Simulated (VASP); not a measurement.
# A VASP study of ZnAu (r2SCAN + rVV10): structure first, properties next, part 3 of 5

Aim: relax ZnAu, then compute properties on the relaxed cell. Left out of this account: 1 further run (relaxation: it shows nothing beyond the runs told). The start is a cell from a database of measured crystal structures.

VASP 6.6.1; r2SCAN with rVV10; plane waves and PAW (Zn, Au).

Still holding for the runs below: This run has no spin polarisation. Its electron count is odd, so without a moment it is a metal by construction.

So far. Step 3 (Second relaxation): It ends with forces that vanish by symmetry and a pressure of 0.07 GPa. The volume moved by under 0.01 %: the run met its threshold at the first step. Step 4 (Density, ELF and potential (r2SCAN + rVV10)): In this run the pressure is 0.08 GPa, small enough to go on. The relaxed cell has a = 3.134 Å (conventional setting).

## Step 5: Band structure (r2SCAN + rVV10)

The mesh alone shows little of the dispersion and can miss band extrema, so KPOINTS_OPT adds a path through the symmetry points after the self-consistent cycle.

File INCAR:

```
SYSTEM = ZnAu
PREC = Accurate
ENCUT = 400
EDIFF = 1E-06
NELM = 100
ISMEAR = 1
SIGMA = 0.2
LREAL = .FALSE.
ALGO = Normal
METAGGA = R2SCAN
LUSE_VDW = .TRUE.
IVDW_NL = 2
BPARAM = 11.95
CPARAM = 0.0093
LASPH = .TRUE.
NBANDS = 23
LORBIT = 11
LWAVE = .FALSE.
LCHARG = .FALSE.
KPAR = 2
```

File POSCAR:

```
ZnAu
1.0
    3.1344275545      0.0000000000      0.0000000000
    0.0000000000      3.1344275545      0.0000000000
    0.0000000000      0.0000000000      3.1344275545
Zn Au
1 1
Direct
    0.5000000000      0.5000000000      0.5000000000
    0.0000000000      0.0000000000      0.0000000000
```

File KPOINTS:

```
Automatic mesh
0
Gamma
7 7 7
0 0 0
```

File KPOINTS_OPT:

```
Line mode
16
Line-mode
Reciprocal
  0.00000000   0.00000000   0.00000000 GAMMA
  0.00000000   0.50000000   0.00000000 X

  0.00000000   0.50000000   0.00000000 X
  0.50000000   0.50000000   0.00000000 M

  0.50000000   0.50000000   0.00000000 M
  0.00000000   0.00000000   0.00000000 GAMMA

  0.00000000   0.00000000   0.00000000 GAMMA
  0.50000000   0.50000000   0.50000000 R

  0.50000000   0.50000000   0.50000000 R
  0.00000000   0.50000000   0.00000000 X

  0.50000000   0.50000000   0.00000000 M
  0.50000000   0.50000000   0.50000000 R
```

PAW data sets: Zn and Au (PBE family, release 64).

The run is started by

```sh
> mpirun -np 2 vasp_std
```

Output:

```text
[... set-up lines as in an earlier step ...]
 entering main loop
       N       E                     dE             d eps       ncg     rms          rms(c)
Total rVV10 correction in eV:      0.5659139    25.5540344
Total rVV10 correction in eV:      0.5659139    25.5540344
DAV:   1     0.588168082849E+02    0.58817E+02   -0.95731E+03  1000   0.111E+03
DAV:   2    -0.591883799856E+02   -0.11801E+03   -0.11082E+03   976   0.250E+02
DAV:   3    -0.649567870701E+02   -0.57684E+01   -0.57408E+01  1116   0.563E+01
DAV:   4    -0.650061760619E+02   -0.49389E-01   -0.49382E-01  1067   0.496E+00
DAV:   5    -0.650067237364E+02   -0.54767E-03   -0.54767E-03  1130   0.532E-01    0.938E+00
Total rVV10 correction in eV:      0.5429264    25.5540432
Total rVV10 correction in eV:      0.5429264    25.5540432
DAV:   6    -0.594048288766E+02    0.56019E+01   -0.34463E+00  1039   0.187E+01    0.659E+00
Total rVV10 correction in eV:      0.5432846    25.5540433
Total rVV10 correction in eV:      0.5432846    25.5540433
DAV:   7    -0.593946278756E+02    0.10201E-01   -0.12987E-01  1040   0.368E+00    0.393E+00
Total rVV10 correction in eV:      0.5389818    25.5540433
Total rVV10 correction in eV:      0.5389818    25.5540433
DAV:   8    -0.594059506801E+02   -0.11323E-01   -0.37104E-02  1060   0.163E+00    0.324E-01
Total rVV10 correction in eV:      0.5379568    25.5540433
Total rVV10 correction in eV:      0.5379568    25.5540433
DAV:   9    -0.594042732526E+02    0.16774E-02   -0.41377E-03  1105   0.711E-01    0.886E-02
Total rVV10 correction in eV:      0.5372705    25.5540433
Total rVV10 correction in eV:      0.5372705    25.5540433
DAV:  10    -0.594045576877E+02   -0.28444E-03   -0.13508E-03  1067   0.308E-01    0.625E-02
Total rVV10 correction in eV:      0.5372380    25.5540433
Total rVV10 correction in eV:      0.5372380    25.5540433
DAV:  11    -0.594045622524E+02   -0.45647E-05   -0.10052E-04  1004   0.761E-02    0.201E-02
Total rVV10 correction in eV:      0.5373074    25.5540433
Total rVV10 correction in eV:      0.5373074    25.5540433
DAV:  12    -0.594045351622E+02    0.27090E-04   -0.13240E-05  1200   0.404E-02    0.500E-03
Total rVV10 correction in eV:      0.5373185    25.5540433
Total rVV10 correction in eV:      0.5373185    25.5540433
DAV:  13    -0.594045315898E+02    0.35724E-05   -0.20594E-06  1043   0.115E-02    0.356E-03
Total rVV10 correction in eV:      0.5373158    25.5540433
Total rVV10 correction in eV:      0.5373158    25.5540433
DAV:  14    -0.594045336791E+02   -0.20893E-05   -0.20319E-07   572   0.494E-03    0.857E-04
Total rVV10 correction in eV:      0.5373155    25.5540433
Total rVV10 correction in eV:      0.5373155    25.5540433
DAV:  15    -0.594045333316E+02    0.34757E-06   -0.32760E-08   593   0.150E-03
Total rVV10 correction in eV:      0.5373168    25.5540433
Total rVV10 correction in eV:      0.5373168    25.5540433
Total rVV10 correction in eV:      0.5373161    25.5540433
Total rVV10 correction in eV:      0.5373161    25.5540433
   1 F= -.59404533E+02 E0= -.59403157E+02  d E =-.412822E-02
 Start KPOINTS_OPT (optional k-point list driver)
k-point batch [1-20\96]
       N       E                     dE             ncg
DAV:   1     0.282035159892E+04   -0.44772E+04      976
DAV:   2     0.357243795497E+03   -0.24631E+04      955
DAV:   3     0.224252995733E+03   -0.13299E+03     1102
DAV:   4     0.222933607680E+03   -0.13194E+01     1074
DAV:   5     0.222917502560E+03   -0.16105E-01     1109
DAV:   6     0.222917160961E+03   -0.34160E-03     1054
DAV:   7     0.222917152610E+03   -0.83507E-05     1093
DAV:   8     0.222917152414E+03   -0.19569E-06      773
[...]
k-point batch [81-96\96]
       N       E                     dE             ncg
DAV:   1     0.469961441793E+04   -0.12587E+05      800
DAV:   2     0.290611236466E+04   -0.17935E+04      778
DAV:   3     0.281334083106E+04   -0.92772E+02      876
DAV:   4     0.281247875879E+04   -0.86207E+00      918
DAV:   5     0.281246709766E+04   -0.11661E-01      876
DAV:   6     0.281246683761E+04   -0.26005E-03      918
DAV:   7     0.281246683102E+04   -0.65973E-05      876
DAV:   8     0.281246683087E+04   -0.14741E-06      655
```

Elapsed: 42 s, on 2 MPI ranks of Intel Xeon Platinum 8375C at 2.90GHz (Ice Lake), shared host; peak memory 0.34 GiB; 82 s of CPU time.

Parts of OUTCAR (step 5):

```text
   k-points           NKPTS =     20   k-points in BZ     NKDIM =     20   number of bands    NBANDS=     23

   NELECT =      23.0000    total number of electrons

 E-fermi :   7.3452

 k-point     1 :       0.0000    0.0000    0.0000
  band No.  band energies     occupation
    ...
      7       1.3243      2.00000
      8       1.3243      2.00000
      9       3.1047      2.00000
     10       3.1047      2.00000
     11       3.1047      2.00000
     12      12.4094      0.00000
     13      12.4094      0.00000
     14      12.4094      0.00000
     15      16.7314      0.00000
     16      19.7086      0.00000
    ...

  Total        0.0153533      0.0153533      0.0153533      0.0000000      0.0000000     -0.0000000
  in kB        0.7987977      0.7987977      0.7987977      0.0000000      0.0000000     -0.0000000
  external PRESSURE =       0.7987977 kB  Pullay stress =       0.0000000 kB

  FREE ENERGIE OF THE ION-ELECTRON SYSTEM (eV)
  ---------------------------------------------------
  free  energy   TOTEN  =       -59.4045333316 eV

  energy  without entropy=      -59.4004051095  energy(sigma->0) =      -59.40315726

[... 10 parts as in an earlier step ...]

[... 7 further parts left out ...]
```

Spin-orbit coupling is off here; with elements this heavy it splits and shifts levels by tenths of an eV or more.

This step gave:

| Property | Result |
| --- | --- |
| bands | 23 |
| pressure | 0.07988 GPa |

Electronic bands along the path, in eV, zero at the Fermi level; # counts the bands kept:

| point | #8 | #9 | #10 | #11 | #12 | #13 | #14 | #15 |
| --- | --- | --- | --- | --- | --- | --- | --- | --- |
| Γ | -6.02 | -4.24 | -4.24 | -4.24 | 5.06 | 5.06 | 5.06 | 9.39 |
| 0.53 of the way | -5.74 | -4.98 | -4.98 | -4.33 | 0.01 | 7.29 | 7.29 | 10.86 |
| X | -5.89 | -5.49 | -5.49 | -4.41 | -2.78 | 10.57 | 11.38 | 11.38 |
| 0.47 of the way | -5.80 | -5.07 | -4.51 | -3.91 | -2.68 | 5.59 | 5.93 | 11.37 |
| M | -4.61 | -4.61 | -3.64 | -2.35 | -2.35 | 0.63 | 2.60 | 10.90 |
| 0.47 of the way | -5.44 | -5.42 | -4.98 | -4.47 | 1.17 | 2.10 | 8.92 | 9.40 |
| Γ | -6.02 | -4.24 | -4.24 | -4.24 | 5.06 | 5.06 | 5.06 | 9.39 |
| 0.47 of the way | -5.66 | -5.03 | -5.03 | -4.89 | 2.92 | 3.42 | 3.42 | 10.95 |
| R | -7.09 | -3.58 | -3.58 | 1.59 | 3.61 | 3.62 | 3.62 | 3.62 |
| 0.47 of the way | -6.16 | -5.04 | -4.43 | -1.89 | -1.44 | 4.72 | 5.77 | 6.85 |
| X | -5.89 | -5.49 | -5.49 | -4.41 | -2.78 | 10.57 | 11.38 | 11.38 |
| jump to M | -4.61 | -4.61 | -3.64 | -2.35 | -2.35 | 0.63 | 2.60 | 10.90 |
| 0.47 of the way | -6.07 | -4.89 | -3.61 | 0.04 | 0.04 | 0.96 | 2.25 | 7.96 |
| R | -7.09 | -3.58 | -3.58 | 1.59 | 3.61 | 3.62 | 3.62 | 3.62 |

Of the projections kept (Zn, Au), the largest for each band there; the rest of the weight can lie on other orbitals:

| point | #8 | #9 | #10 | #11 | #12 | #13 | #14 | #15 |
| --- | --- | --- | --- | --- | --- | --- | --- | --- |
| Γ | Au 0.74 | Au 0.93 | Au 0.93 | Au 0.93 | Zn 0.57 | Zn 0.57 | Zn 0.57 | Zn 0.55 |
| X | Zn 0.81 | Au 0.97 | Au 0.97 | Au 1.00 | Au 0.96 | Zn 1.00 | Au 0.67 | Au 0.67 |
| M | Au 0.84 | Au 0.84 | Au 1.00 | Au 0.51 | Au 0.51 | Au 0.86 | Zn 0.55 | Zn 1.00 |
| Γ | Au 0.74 | Au 0.93 | Au 0.93 | Au 0.93 | Zn 0.57 | Zn 0.57 | Zn 0.57 | Zn 0.55 |
| R | Au 0.90 | Au 1.00 | Au 1.00 | Zn 1.00 | Au 1.00 | Au 0.72 | Au 0.72 | Au 0.72 |
| X | Zn 0.81 | Au 0.97 | Au 0.97 | Au 1.00 | Au 0.96 | Zn 1.00 | Au 0.67 | Au 0.67 |

There is no gap at this level.

## Step 6: Total and projected DOS (r2SCAN + rVV10)

Here the states are counted by energy and projected on the atoms. The mesh is finer than in the run before.

INCAR: that of step 5 with these lines changed.

```diff
@@ -5,3 +5,3 @@
 NELM = 100
-ISMEAR = 1
+ISMEAR = -5
 SIGMA = 0.2
@@ -20 +20,2 @@
 KPAR = 2
+NEDOS = 2001
```

POSCAR is that of step 5.

File KPOINTS:

```
Automatic mesh
0
Gamma
11 11 11
0 0 0
```

The run is started by

```sh
> mpirun -np 2 vasp_std
```

Output:

```text
[... set-up lines as in an earlier step ...]
 entering main loop
       N       E                     dE             d eps       ncg     rms          rms(c)
Total rVV10 correction in eV:      0.5659139    25.5540344
Total rVV10 correction in eV:      0.5659139    25.5540344
DAV:   1     0.631072018874E+02    0.63107E+02   -0.93775E+03  2789   0.110E+03
DAV:   2    -0.585974599240E+02   -0.12170E+03   -0.11455E+03  2723   0.257E+02
DAV:   3    -0.649316189332E+02   -0.63342E+01   -0.62985E+01  3136   0.591E+01
DAV:   4    -0.649903004395E+02   -0.58682E-01   -0.58675E-01  2933   0.542E+00
DAV:   5    -0.649910055893E+02   -0.70515E-03   -0.70512E-03  3157   0.593E-01    0.940E+00
Total rVV10 correction in eV:      0.5429734    25.5540432
Total rVV10 correction in eV:      0.5429734    25.5540432
DAV:   6    -0.593944447489E+02    0.55966E+01   -0.33892E+00  2947   0.187E+01    0.658E+00
Total rVV10 correction in eV:      0.5433680    25.5540433
Total rVV10 correction in eV:      0.5433680    25.5540433
DAV:   7    -0.593822242497E+02    0.12220E-01   -0.12557E-01  2809   0.366E+00    0.391E+00
Total rVV10 correction in eV:      0.5391025    25.5540433
Total rVV10 correction in eV:      0.5391025    25.5540433
DAV:   8    -0.593929648115E+02   -0.10741E-01   -0.36068E-02  2996   0.161E+00    0.318E-01
Total rVV10 correction in eV:      0.5380525    25.5540433
Total rVV10 correction in eV:      0.5380525    25.5540433
DAV:   9    -0.593913407061E+02    0.16241E-02   -0.41989E-03  3114   0.702E-01    0.871E-02
Total rVV10 correction in eV:      0.5373527    25.5540433
Total rVV10 correction in eV:      0.5373527    25.5540433
DAV:  10    -0.593916467621E+02   -0.30606E-03   -0.13673E-03  2954   0.310E-01    0.629E-02
Total rVV10 correction in eV:      0.5373458    25.5540433
Total rVV10 correction in eV:      0.5373458    25.5540433
DAV:  11    -0.593916295984E+02    0.17164E-04   -0.10081E-04  2856   0.783E-02    0.175E-02
Total rVV10 correction in eV:      0.5374026    25.5540433
Total rVV10 correction in eV:      0.5374026    25.5540433
DAV:  12    -0.593916045186E+02    0.25080E-04   -0.10592E-05  3393   0.353E-02    0.477E-03
Total rVV10 correction in eV:      0.5374124    25.5540433
Total rVV10 correction in eV:      0.5374124    25.5540433
DAV:  13    -0.593915996590E+02    0.48597E-05   -0.19010E-06  2817   0.111E-02    0.347E-03
Total rVV10 correction in eV:      0.5374101    25.5540433
Total rVV10 correction in eV:      0.5374101    25.5540433
DAV:  14    -0.593916021759E+02   -0.25169E-05   -0.20177E-07  1596   0.488E-03    0.764E-04
Total rVV10 correction in eV:      0.5374097    25.5540433
Total rVV10 correction in eV:      0.5374097    25.5540433
DAV:  15    -0.593916018927E+02    0.28314E-06   -0.30693E-08  1568   0.147E-03
Total rVV10 correction in eV:      0.5374110    25.5540433
Total rVV10 correction in eV:      0.5374110    25.5540433
Total rVV10 correction in eV:      0.5374103    25.5540433
Total rVV10 correction in eV:      0.5374103    25.5540433
   1 F= -.59391602E+02 E0= -.59391602E+02  d E =0.000000E+00
 -----------------------------------------------------------------------------
|                                                                             |
|           W    W    AA    RRRRR   N    N  II  N    N   GGGG   !!!           |
|           W    W   A  A   R    R  NN   N  II  NN   N  G    G  !!!           |
|           W    W  A    A  R    R  N N  N  II  N N  N  G       !!!           |
|           W WW W  AAAAAA  RRRRR   N  N N  II  N  N N  G  GGG   !            |
|           WW  WW  A    A  R   R   N   NN  II  N   NN  G    G                |
|           W    W  A    A  R    R  N    N  II  N    N   GGGG   !!!           |
|                                                                             |
|     Tetrahedron method does not include variations of the Fermi             |
|     occupations, so forces and stress will be inaccurate. We suggest        |
|     using a different smearing scheme ISMEAR = 1 or 2 for metals in         |
|     relaxations.                                                            |
|                                                                             |
 -----------------------------------------------------------------------------
```

Run time: 39 s. Hardware: 2 MPI ranks; peak memory 0.37 GiB; 75 s of CPU time.

OUTCAR, selected parts (step 6):

```text
   k-points           NKPTS =     56   k-points in BZ     NKDIM =     56   number of bands    NBANDS=     23

   NELECT =      23.0000    total number of electrons

 E-fermi :   7.1216

 k-point     1 :       0.0000    0.0000    0.0000
  band No.  band energies     occupation
    ...
      7       1.3264      2.00000
      8       1.3264      2.00000
      9       3.1067      2.00000
     10       3.1067      2.00000
     11       3.1067      2.00000
     12      12.4067      0.00000
     13      12.4067      0.00000
     14      12.4067      0.00000
     15      16.7320      0.00000
     16      19.7136      0.00000
    ...

  Total        0.0572977      0.0572977      0.0572977      0.0000000     -0.0000000      0.0000000
  in kB        2.9810759      2.9810759      2.9810759      0.0000000     -0.0000000      0.0000000
  external PRESSURE =       2.9810759 kB  Pullay stress =       0.0000000 kB

  FREE ENERGIE OF THE ION-ELECTRON SYSTEM (eV)
  ---------------------------------------------------
  free  energy   TOTEN  =       -59.3916018927 eV

  energy  without entropy=      -59.3916018927  energy(sigma->0) =      -59.39160189

[... 7 parts as in an earlier step ...]

[... 10 further parts left out ...]
```

With tetrahedra the forces and stress of a metal are not exact derivatives of the energy.

Numbers from this step:

| Quantity | Value |
| --- | --- |
| irreducible k-points | 56 |
| free energy (TOTEN) | -59.3916 eV |
| Fermi energy | 7.122 eV |
| pressure | 0.2981 GPa |
| DOS at the Fermi level | 0.4677 states/eV/cell |

The density of states has structure finer than the step of the table below, so its rows give means over 0.5 eV, whole bins alone (the curve runs from -12.0 to 7.91 eV). Peaks (eV: height): total -8.10: 16.6, -6.77: 6.61, -5.83: 6.36, -4.30: 5.88; Au d -5.83: 4.26, -5.03: 3.71, -4.76: 3.31, -4.23: 4.94; Au s -8.64: 0.291, -5.90: 0.113, -2.36: 0.0789, 2.17: 0.124; Zn d -8.10: 14.2, -6.77: 2.63; Zn p -5.83: 0.153, -5.03: 0.094, 6.91: 0.197, 7.78: 0.201.

States under -12.0 eV and over 7.9 eV are left out. Table of density of states by energy, zero at the Fermi level; means over each step; values in states/eV/cell:

| energy (eV) | total | Au d | Au s | Zn d | Zn p | Zn s |
| --- | --- | --- | --- | --- | --- | --- |
| -11.5 | 0 | 0 | 0 | 0 | 0 | 0 |
| -11.0 | 0.0421 | 0 | 0.0135 | 0 | 2.8e-4 | 0.0105 |
| -10.5 | 0.129 | 6.4e-4 | 0.0399 | 6.9e-4 | 0.00186 | 0.0310 |
| -10.0 | 0.195 | 0.00283 | 0.0568 | 0.00421 | 0.00449 | 0.0439 |
| -9.5 | 0.286 | 0.00941 | 0.0745 | 0.0208 | 0.00844 | 0.0565 |
| -9.0 | 0.540 | 0.0343 | 0.108 | 0.129 | 0.0154 | 0.0760 |
| -8.5 | 4.64 | 0.507 | 0.223 | 3.14 | 0.0368 | 0.138 |
| -8.0 | 12.4 | 0.800 | 0.0210 | 10.8 | 0.0326 | 0.0628 |
| -7.5 | 3.60 | 0.153 | 0.0552 | 3.03 | 0.0320 | 0.0728 |
| -7.0 | 1.87 | 0.592 | 0.0583 | 0.668 | 0.0473 | 0.167 |
| -6.5 | 0.749 | 0.392 | 0.00534 | 0.173 | 0.0310 | 0.0339 |
| -6.0 | 3.68 | 2.34 | 0.0808 | 0.518 | 0.120 | 0.0644 |
| -5.5 | 3.49 | 2.48 | 0.0320 | 0.396 | 0.0868 | 0.0286 |
| -5.0 | 3.67 | 2.96 | 0.0177 | 0.222 | 0.0769 | 0.0114 |
| -4.5 | 3.93 | 3.22 | 0.0372 | 0.258 | 0.0499 | 0.0203 |
| -4.0 | 2.67 | 2.18 | 0.0348 | 0.154 | 0.0295 | 0.0257 |
| -3.5 | 0.890 | 0.629 | 0.0319 | 0.0358 | 0.0270 | 0.0194 |
| -3.0 | 0.383 | 0.162 | 0.0350 | 0.0232 | 0.0277 | 0.0134 |
| -2.5 | 0.408 | 0.171 | 0.0505 | 0.0204 | 0.0311 | 0.0117 |
| -2.0 | 0.557 | 0.236 | 0.0732 | 0.0218 | 0.0432 | 0.0214 |
| -1.5 | 0.663 | 0.219 | 0.0682 | 0.0244 | 0.0718 | 0.0276 |
| -1.0 | 0.553 | 0.165 | 0.0556 | 0.0229 | 0.0606 | 0.0287 |
| -0.5 | 0.522 | 0.139 | 0.0481 | 0.0223 | 0.0610 | 0.0308 |
| 0.0 | 0.475 | 0.115 | 0.0409 | 0.0208 | 0.0573 | 0.0320 |
| 0.5 | 0.423 | 0.0943 | 0.0339 | 0.0187 | 0.0527 | 0.0329 |
| 1.0 | 0.398 | 0.0794 | 0.0322 | 0.0169 | 0.0492 | 0.0419 |
| 1.5 | 0.446 | 0.0777 | 0.0683 | 0.0226 | 0.0420 | 0.0579 |
| 2.0 | 0.506 | 0.0784 | 0.0929 | 0.0262 | 0.0358 | 0.0870 |
| 2.5 | 0.596 | 0.0916 | 0.105 | 0.0313 | 0.0449 | 0.0992 |
| 3.0 | 0.796 | 0.122 | 0.101 | 0.0349 | 0.0658 | 0.170 |
| 3.5 | 0.765 | 0.109 | 0.0837 | 0.0352 | 0.0766 | 0.143 |
| 4.0 | 0.722 | 0.100 | 0.0691 | 0.0314 | 0.0884 | 0.123 |
| 4.5 | 0.663 | 0.0841 | 0.0559 | 0.0315 | 0.0933 | 0.0930 |
| 5.0 | 0.678 | 0.0810 | 0.0504 | 0.0304 | 0.116 | 0.0745 |
| 5.5 | 0.680 | 0.0793 | 0.0521 | 0.0300 | 0.126 | 0.0631 |
| 6.0 | 0.751 | 0.0871 | 0.0595 | 0.0341 | 0.148 | 0.0564 |
| 6.5 | 0.775 | 0.0938 | 0.0569 | 0.0368 | 0.168 | 0.0461 |
| 7.0 | 0.767 | 0.0969 | 0.0465 | 0.0387 | 0.175 | 0.0378 |
| 7.5 | 0.768 | 0.0927 | 0.0432 | 0.0422 | 0.178 | 0.0349 |

The finer mesh and the other smearing move the Fermi level by -0.22 eV from the 7×7×7 run, one measure of the sampling error in the zero of the bands above. Of the states within 0.3 eV of the Fermi level, the largest shares in the PAW spheres are Au d 24 %, Zn p 12 % and Au s 9 %. The rest lies in smaller channels or between the spheres.

(Continued in part 4 of 5.)

[Lines on the potential files, build, host, timing and source positions are cut from VASP's logs without a mark.]

[Logs are printed without paths, hosts, clocks, repeated set-up lines and the standing remarks that a program may print on its own settings, such as how far it seeks lower states.]

[Hosts, paths, dates, database ids (printed as entryN), source tags and the programs' standing remarks are cut or masked in the printed files.]

[A measured line is paired with the nearest computed mode of its activity, which favours agreement.]
